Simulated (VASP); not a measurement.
# Lattice of Nb, functional by functional

Which functional gives which lattice for Nb? The starting structure is a measured crystal structure from the Crystallography Open Database.

Program: VASP 6.6.1. Level of theory: Kohn-Sham DFT with plane waves and PAW; PBEsol, r2SCAN, PBE and LDA. Results are calculated unless marked as measured.

### 1. The structure

The structure is cubic, space group Im-3m (No. 229). Conventional cell: a = 3.301 Å, b = 3.301 Å, c = 3.301 Å, α = 90.00°, β = 90.00°, γ = 90.00°. Nearest to Nb lie 8 Nb at 2.86 Å.

Coordinates:

```
Nb
1.0
    -1.65061    1.65061    1.65061
     1.65061   -1.65061    1.65061
     1.65061    1.65061   -1.65061
Nb
1
Direct
  0.00000 0.00000 0.00000
```

### 2. Relaxation with PBEsol

PBEsol restores the gradient expansion of exchange and is tuned for the cells of solids. This run starts from the cell of an earlier relaxation, which isn't shown; the restart sets up the plane waves anew.

The input, INCAR:

```
SYSTEM = Nb
PREC = Accurate
ENCUT = 520
EDIFF = 1E-07
NELM = 100
ISMEAR = 1
SIGMA = 0.15
LREAL = .FALSE.
ALGO = Normal
GGA = PS
NBANDS = 12
LASPH = .TRUE.
LORBIT = 11
LWAVE = .FALSE.
LCHARG = .FALSE.
KPAR = 4
IBRION = 2
NSW = 50
ISIF = 3
EDIFFG = -0.005
```

The input, POSCAR:

```
Nb
1.0
   -1.6345196089      1.6345196089      1.6345196089
    1.6345196089     -1.6345196089      1.6345196089
    1.6345196089      1.6345196089     -1.6345196089
Nb
1
Direct
    0.0000000000      0.0000000000      0.0000000000
```

The input, KPOINTS:

```
Automatic mesh
0
Gamma
20 20 20
0 0 0
```

The projector-augmented-wave data sets are Nb_sv (PBE family, release 64).

Command:

```sh
$ mpirun -np 4 vasp_std
```

Output:

```text
[banner, memory and clock lines left out]
running    4 mpi-ranks, on    1 nodes
 distrk:  each k-point on    1 cores,    4 groups
 distr:  one band on    1 cores,    1 groups

 POSCAR found type information on POSCAR Nb
 POSCAR found :  1 types and       1 ions
|                                                                             |
|               ----> ADVICE to this user running VASP <----                  |
|                                                                             |
|     You enforced a specific xc type in the INCAR file but a different       |
|     [... a line on the potential file left out ...]
|     I HOPE YOU KNOW WHAT YOU ARE DOING!                                     |
|                                                                             |

 LDA part: xc-table for (Slater+PW92), standard interpolation
 POSCAR, INCAR and KPOINTS ok, starting setup
 FFT: planning ... GRIDC
 FFT: planning ... GRID_SOFT
 FFT: planning ... GRID
 WAVECAR not read
 entering main loop
       N       E                     dE             d eps       ncg     rms          rms(c)
DAV:   1     0.116612263097E+03    0.11661E+03   -0.73191E+03  6176   0.109E+03
DAV:   2    -0.663873766470E+01   -0.12325E+03   -0.11872E+03  6624   0.390E+02
DAV:   3    -0.111231916224E+02   -0.44845E+01   -0.42776E+01  8744   0.656E+01
DAV:   4    -0.114092785391E+02   -0.28609E+00   -0.28355E+00  8748   0.148E+01
DAV:   5    -0.114190027383E+02   -0.97242E-02   -0.97156E-02  8924   0.231E+00    0.769E+00
DAV:   6    -0.110002269764E+02    0.41878E+00   -0.61963E-01  9924   0.994E+00    0.270E+00
DAV:   7    -0.109487263584E+02    0.51501E-01   -0.18568E-01 10176   0.537E+00    0.949E-01
DAV:   8    -0.109530577768E+02   -0.43314E-02   -0.12851E-02  7252   0.148E+00    0.312E-02
DAV:   9    -0.109531048678E+02   -0.47091E-04   -0.85661E-04  9780   0.265E-01    0.395E-02
DAV:  10    -0.109531201981E+02   -0.15330E-04   -0.22464E-05  7332   0.553E-02    0.161E-02
DAV:  11    -0.109531165526E+02    0.36454E-05   -0.64282E-06  8172   0.429E-02    0.298E-03
DAV:  12    -0.109531163361E+02    0.21657E-06   -0.33965E-07  8732   0.661E-03    0.127E-03
DAV:  13    -0.109531162837E+02    0.52333E-07   -0.10968E-08  4368   0.170E-03
   1 F= -.10953116E+02 E0= -.10953454E+02  d E =-.109531E+02
 curvature:   0.00 expect dE= 0.000E+00 dE for cont linesearch  0.000E+00
 trial: gam= 0.00000 g(F)=  0.806E-63 g(S)=  0.115E-08 ort = 0.000E+00 (trialstep = 0.100E+01)
 search vector abs. value=  0.125E-08
 reached required accuracy - stopping structural energy minimisation
```

Elapsed: 18 s, on 4 MPI ranks of AMD EPYC 7R43, shared host; peak memory 0.58 GiB.

The logs omit lines about the potential files and the build; timing stands in the text.

OUTCAR, selected parts (step 2):

```text
ion  position               nearest neighbor table
   1  0.000  0.000  0.000-

  LATTYP: Found a body centered cubic cell.
 ALAT       =     3.2690392178

 Subroutine GETGRP returns: Found 48 space group operations
 (whereof 48 operations were pure point group operations)

The static configuration has the point symmetry O_h .

 Found    256 irreducible k-points:

   k-points           NKPTS =    256   k-points in BZ     NKDIM =    256   number of bands    NBANDS=     12

   dimension x,y,z NGX =    24 NGY =   24 NGZ =   24
   dimension x,y,z NGXF=    48 NGYF=   48 NGZF=   48

   ENCUT  =  520.0 eV  38.22 Ry    6.18 a.u.   5.26  5.26  5.26*2*pi/ulx,y,z

   NELECT =      13.0000    total number of electrons

 k-points in reciprocal lattice and weights: Automatic mesh
   0.00000000  0.00000000  0.00000000       0.000
   0.05000000  0.00000000  0.00000000       0.002
   0.10000000  0.00000000  0.00000000       0.002
   0.15000000  0.00000000  0.00000000       0.002
   0.20000000  0.00000000  0.00000000       0.002
   0.25000000  0.00000000  0.00000000       0.002
   0.30000000  0.00000000  0.00000000       0.002
   0.35000000  0.00000000  0.00000000       0.002
   0.40000000  0.00000000  0.00000000       0.002
[...]
0.50000000  0.50000000  0.45000000       0.002
   0.50000000  0.50000000  0.50000000       0.000

 average (electrostatic) potential at core
       1 -76.1011

 E-fermi :  11.4778

 k-point     1 :       0.0000    0.0000    0.0000
  band No.  band energies     occupation
      1     -42.7534      2.00000
      2     -17.9992      2.00000
      3     -17.9992      2.00000
      4     -17.9992      2.00000
      5       5.4498      2.00000
      6      11.8340     -0.00399
      7      11.8340     -0.00399
      8      11.8340     -0.00399
      9      14.8478      0.00000
     10      14.8478      0.00000
    ...

 k-point     2 :       0.0500    0.0000    0.0000
  band No.  band energies     occupation
      1     -42.7468      2.00000
      2     -18.0393      2.00000
      3     -18.0112      2.00000
      4     -17.9996      2.00000
      5       5.5581      2.00000
      6      11.7661     -0.02042
      7      11.8188     -0.00600
      8      11.9374     -0.00013
      9      14.7387      0.00000
     10      14.8473      0.00000
    ...

 k-point     3 :       0.1000    0.0000    0.0000
  band No.  band energies     occupation
      1     -42.7273      2.00000
      2     -18.1546      2.00000
      3     -18.0461      2.00000
      4     -18.0006      2.00000
      5       5.8704      2.00000
      6      11.5759      0.11451
      7      11.7570     -0.02439
      8      12.2447     -0.00000
      9      14.4907      0.00000
     10      14.8507      0.00000
    ...

  Total        0.0000890      0.0000890      0.0000890     -0.0000000     -0.0000000     -0.0000000
  in kB        0.0081593      0.0081593      0.0081593     -0.0000000     -0.0000000     -0.0000000
  external PRESSURE =       0.0081593 kB  Pullay stress =       0.0000000 kB

  energy-cutoff  :      520.00
  volume of cell :       17.47
      direct lattice vectors                 reciprocal lattice vectors
    -1.634519609  1.634519609  1.634519609     0.000000000  0.305900276  0.305900276
     1.634519609 -1.634519609  1.634519609     0.305900276  0.000000000  0.305900276
     1.634519609  1.634519609 -1.634519609     0.305900276  0.305900276  0.000000000

 POSITION                                       TOTAL-FORCE (eV/Angst)
 -----------------------------------------------------------------------------------
      0.00000      0.00000      0.00000        -0.000000      0.000000      0.000000
 -----------------------------------------------------------------------------------
    total drift:                                0.000000     -0.000000      0.000000

  FREE ENERGIE OF THE ION-ELECTRON SYSTEM (eV)
  ---------------------------------------------------
  free  energy   TOTEN  =       -10.9531162837 eV

  energy  without entropy=      -10.9541299470  energy(sigma->0) =      -10.95345417

 reached required accuracy - stopping structural energy minimisation

 total charge
# of ion       s       p       d       tot
------------------------------------------
    1        2.228   5.998   2.542  10.768

[... 3 further parts left out ...]
```

This run has no spin polarisation. Its electron count is odd, so without a moment it is a metal by construction. The PAW data sets were made with PBE, which is usual practice but a small mismatch for other functionals. The run keeps the 48 symmetry operations of its start, so it cannot find a distortion of lower symmetry.

With PBEsol the relaxed cell holds 17.467 Å³ an atom, -2.90 % against the measured cell, with a = 3.269 Å.

### 3. Relaxation with r2SCAN

r2SCAN adds the kinetic-energy density, costs more than a GGA and is run with LASPH. This run starts from the cell of an earlier relaxation, which isn't shown; the restart sets up the plane waves anew.

INCAR, as its differences from that of step 2:

```diff
@@ -9,5 +9,5 @@
 ALGO = Normal
-GGA = PS
+METAGGA = R2SCAN
+LASPH = .TRUE.
 NBANDS = 12
-LASPH = .TRUE.
 LORBIT = 11
```

The input, POSCAR:

```
Nb
1.0
   -1.6504738171      1.6504738171      1.6504738171
    1.6504738171     -1.6504738171      1.6504738171
    1.6504738171      1.6504738171     -1.6504738171
Nb
1
Direct
    0.0000000000      0.0000000000      0.0000000000
```

KPOINTS is that of step 2.

Command:

```sh
$ mpirun -np 4 vasp_std
```

Output:

```text
[banner, memory and clock lines left out]
running    4 mpi-ranks, on    1 nodes
[...]
[... a notice as in an earlier step ...]

 LDA part: xc-table for (None), standard interpolation
 POSCAR, INCAR and KPOINTS ok, starting setup
[...]
entering main loop
       N       E                     dE             d eps       ncg     rms          rms(c)
DAV:   1     0.100864094614E+03    0.10086E+03   -0.74560E+03  6200   0.111E+03
DAV:   2    -0.261961780528E+02   -0.12706E+03   -0.12221E+03  6752   0.403E+02
DAV:   3    -0.312522880406E+02   -0.50561E+01   -0.48271E+01  9236   0.695E+01
DAV:   4    -0.315772266617E+02   -0.32494E+00   -0.32172E+00  8712   0.154E+01
[...]
DAV:  11    -0.248422184416E+02   -0.25740E-06   -0.30093E-05  9644   0.542E-02    0.268E-02
DAV:  12    -0.248422178239E+02    0.61771E-06   -0.92559E-06  9888   0.375E-02    0.538E-03
DAV:  13    -0.248422178672E+02   -0.43369E-07   -0.17170E-07  6680   0.553E-03
   1 F= -.24842218E+02 E0= -.24842483E+02  d E =-.248422E+02
[...]
reached required accuracy - stopping structural energy minimisation
```

Run time: 85 s. Hardware: 4 MPI ranks; peak memory 0.57 GiB; 5.3 min of CPU time.

From OUTCAR (step 3):

```text
  Total       -0.0025249     -0.0025249     -0.0025249      0.0000000     -0.0000000     -0.0000000
  in kB       -0.2249379     -0.2249379     -0.2249379      0.0000000     -0.0000000     -0.0000000
  external PRESSURE =      -0.2249379 kB  Pullay stress =       0.0000000 kB

 POSITION                                       TOTAL-FORCE (eV/Angst)
 -----------------------------------------------------------------------------------
      0.00000      0.00000      0.00000        -0.000000     -0.000000     -0.000000
 -----------------------------------------------------------------------------------
    total drift:                               -0.000000     -0.000000      0.000000

  FREE ENERGIE OF THE ION-ELECTRON SYSTEM (eV)
  ---------------------------------------------------
  free  energy   TOTEN  =       -24.8422178672 eV

  energy  without entropy=      -24.8430120735  energy(sigma->0) =      -24.84248260

[... 2 parts as in an earlier step ...]

[... 2 further parts left out ...]
[key lines of the parts left out:]
E-fermi :  11.1688
```

With r2SCAN the relaxed cell holds 17.984 Å³ an atom, -0.02 % against the measured cell, with a = 3.301 Å. That is +2.96 % from PBEsol.

### 4. Relaxation with PBE

PBE, the usual starting point, adds the gradient of the density. This run starts from the cell of an earlier relaxation, which isn't shown; the restart sets up the plane waves anew.

INCAR, as its differences from that of step 3:

```diff
@@ -9,5 +9,5 @@
 ALGO = Normal
-METAGGA = R2SCAN
+GGA = PE
+NBANDS = 12
 LASPH = .TRUE.
-NBANDS = 12
 LORBIT = 11
```

The input, POSCAR:

```
Nb
1.0
   -1.6534348356      1.6534348356      1.6534348356
    1.6534348356     -1.6534348356      1.6534348356
    1.6534348356      1.6534348356     -1.6534348356
Nb
1
Direct
    0.0000000000      0.0000000000      0.0000000000
```

KPOINTS is that of step 3.

Command:

```sh
$ mpirun -np 4 vasp_std
```

Output:

```text
[banner, memory and clock lines left out]
running    4 mpi-ranks, on    1 nodes
[...]
LDA part: xc-table for (Slater+PW92), standard interpolation
 POSCAR, INCAR and KPOINTS ok, starting setup
[...]
entering main loop
       N       E                     dE             d eps       ncg     rms          rms(c)
DAV:   1     0.118623819476E+03    0.11862E+03   -0.72927E+03  6184   0.108E+03
DAV:   2    -0.584864635844E+01   -0.12447E+03   -0.11987E+03  6648   0.391E+02
DAV:   3    -0.103512432495E+02   -0.45026E+01   -0.42881E+01  8896   0.653E+01
DAV:   4    -0.106283410824E+02   -0.27710E+00   -0.27520E+00  8552   0.146E+01
[...]
DAV:  12    -0.102161705602E+02    0.41655E-06   -0.31472E-07  8488   0.670E-03    0.208E-03
DAV:  13    -0.102161703948E+02    0.16537E-06   -0.13912E-08  4360   0.153E-03    0.300E-04
DAV:  14    -0.102161703846E+02    0.10273E-07   -0.34148E-09  3784   0.920E-04
   1 F= -.10216170E+02 E0= -.10216518E+02  d E =-.102162E+02
[...]
reached required accuracy - stopping structural energy minimisation
```

It took 20 s on 4 MPI ranks; peak memory 0.54 GiB; 71 s of CPU time.

OUTCAR, selected parts (step 4):

```text
  Total        0.0009144      0.0009144      0.0009144     -0.0000000     -0.0000000     -0.0000000
  in kB        0.0810293      0.0810293      0.0810293     -0.0000000     -0.0000000     -0.0000000
  external PRESSURE =       0.0810293 kB  Pullay stress =       0.0000000 kB

 POSITION                                       TOTAL-FORCE (eV/Angst)
 -----------------------------------------------------------------------------------
      0.00000      0.00000      0.00000        -0.000000     -0.000000     -0.000000
 -----------------------------------------------------------------------------------
    total drift:                                0.000000      0.000000      0.000000

  FREE ENERGIE OF THE ION-ELECTRON SYSTEM (eV)
  ---------------------------------------------------
  free  energy   TOTEN  =       -10.2161703846 eV

  energy  without entropy=      -10.2172118033  energy(sigma->0) =      -10.21651752

[... 2 parts as in an earlier step ...]

[... 2 further parts left out ...]
[key lines of the parts left out:]
E-fermi :  11.1314
```

With PBE the relaxed cell holds 18.081 Å³ an atom, +0.52 % against the measured cell, with a = 3.307 Å. That is +3.51 % from PBEsol.

### 5. Relaxation with LDA

LDA, the lowest rung, knows the local density alone. This run starts from the cell of an earlier relaxation, which isn't shown; the restart sets up the plane waves anew.

INCAR, as its differences from that of step 4:

```diff
@@ -9,3 +9,3 @@
 ALGO = Normal
-GGA = PE
+GGA = CA
 NBANDS = 12
```

The input, POSCAR:

```
Nb
1.0
   -1.6230482970      1.6230482970      1.6230482970
    1.6230482970     -1.6230482970      1.6230482970
    1.6230482970      1.6230482970     -1.6230482970
Nb
1
Direct
    0.0000000000      0.0000000000      0.0000000000
```

KPOINTS is that of step 4.

Potentials, in the order of the species: Nb_sv (LDA family, release 64).

Command:

```sh
$ mpirun -np 4 vasp_std
```

Output:

```text
[banner, memory and clock lines left out]
running    4 mpi-ranks, on    1 nodes
[...]
LDA part: xc-table for (Slater(with rela. corr.)+CA(PZ))
 , standard interpolation
 POSCAR, INCAR and KPOINTS ok, starting setup
[...]
entering main loop
       N       E                     dE             d eps       ncg     rms          rms(c)
DAV:   1     0.121651859676E+03    0.12165E+03   -0.72932E+03  6176   0.110E+03
DAV:   2    -0.618507007674E+01   -0.12784E+03   -0.12304E+03  6704   0.411E+02
DAV:   3    -0.113868252759E+02   -0.52018E+01   -0.49292E+01  9280   0.735E+01
DAV:   4    -0.116596650314E+02   -0.27284E+00   -0.27049E+00  8708   0.143E+01
[...]
DAV:  10    -0.112570407424E+02   -0.72484E-05   -0.13946E-05  7608   0.398E-02    0.211E-02
DAV:  11    -0.112570382946E+02    0.24478E-05   -0.76806E-06  8024   0.493E-02    0.365E-03
DAV:  12    -0.112570382481E+02    0.46464E-07   -0.18504E-07  7496   0.522E-03
   1 F= -.11257038E+02 E0= -.11257417E+02  d E =-.112570E+02
[...]
reached required accuracy - stopping structural energy minimisation
```

Elapsed: 17 s, on 4 MPI ranks; peak memory 0.53 GiB; 61 s of CPU time.

Parts of OUTCAR (step 5):

```text
  Total       -0.0022512     -0.0022512     -0.0022512     -0.0000000     -0.0000000      0.0000000
  in kB       -0.2108962     -0.2108962     -0.2108962     -0.0000000     -0.0000000      0.0000000
  external PRESSURE =      -0.2108962 kB  Pullay stress =       0.0000000 kB

 POSITION                                       TOTAL-FORCE (eV/Angst)
 -----------------------------------------------------------------------------------
      0.00000      0.00000      0.00000         0.000000      0.000000     -0.000000
 -----------------------------------------------------------------------------------
    total drift:                               -0.000000      0.000000      0.000000

  FREE ENERGIE OF THE ION-ELECTRON SYSTEM (eV)
  ---------------------------------------------------
  free  energy   TOTEN  =       -11.2570382481 eV

  energy  without entropy=      -11.2581745332  energy(sigma->0) =      -11.25741701

[... 2 parts as in an earlier step ...]

[... 2 further parts left out ...]
[key lines of the parts left out:]
E-fermi :  11.7285
```

With LDA the relaxed cell holds 17.102 Å³ an atom, -4.93 % against the measured cell, with a = 3.246 Å. That is -2.09 % from PBEsol.

### 6. Comparison

| level | volume (Å³/atom) | against the measured cell (%) | a (Å) | pressure left (GPa) | core minutes |
| --- | --- | --- | --- | --- | --- |
| PBEsol | 17.467 | -2.9 | 3.269 | 0.0 | 6.36 |
| r2SCAN | 17.984 | -0.02 | 3.3009 | -0.02 | 18.8 |
| PBE | 18.081 | 0.52 | 3.3069 | 0.01 | 4.37 |
| LDA | 17.102 | -4.93 | 3.2461 | -0.02 | 7.27 |

Core minutes are wall time times ranks, summed over the relaxations behind a row (those for a bulk modulus apart), on shared hosts.

### 7. Results

```json
{
 "volume, PBEsol": "17.47 Å³/atom",
 "volume, r2SCAN": "17.98 Å³/atom",
 "volume, PBE": "18.08 Å³/atom",
 "volume, LDA": "17.10 Å³/atom"
}
```

What this shows: Across 4 levels the volume of Nb spans 5.7 %, from 17.10 Å³ an atom (LDA) to 18.08 Å³ (PBE). Against the measured volume of the starting structure, r2SCAN comes nearest (+0.0 %) and LDA lies farthest (-4.9 %). The measured cell holds zero-point expansion and, unless it was taken cold, thermal expansion, which the runs lack, so small differences decide nothing. All runs keep the symmetry of the start, so they can't find a distortion of lower symmetry.

[Lines on the potential files, build, host, timing and source positions are cut from VASP's logs without a mark.]

[Logs are printed without paths, hosts, clocks, repeated set-up lines and the standing remarks that a program may print on its own settings, such as how far it seeks lower states.]

[Hosts, paths, dates, database ids (printed as entryN), source tags and the programs' standing remarks are cut or masked in the printed files.]
